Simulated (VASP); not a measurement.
Here is the system:

```
WS2
1.0
    3.13057     0.00000     0.00000
   -1.56528     2.71115     0.00000
    0.00000     0.00000    12.16830
W S
2 4
Direct
  0.33333   0.66667   0.25000
  0.66667   0.33333   0.75000
  0.33333   0.66667   0.62155
  0.66667   0.33333   0.37845
  0.66667   0.33333   0.12155
  0.33333   0.66667   0.87845
```

All values below come from LDA (Ceperley-Alder, Perdew-Zunger), VASP's LDA PAW potentials (set 64) (plane waves; VASP). Run with 400 eV cut-off, 18×18×4 Γ-centred mesh, Gaussian smearing of 0.010 eV, potentials W_sv S.

What does the run give for the energy per atom (σ→0)?

| Item | Value |
|---|---|
| energy per atom (σ→0) | -8.754 eV/atom |

The absolute energy has meaning only against runs of the same code, potentials and settings.

The structure comes from a computed database's WS2 entry (P6_3/mmc); how it stands against other phases isn't given here. It was relaxed first, which changed the volume by -9 %.
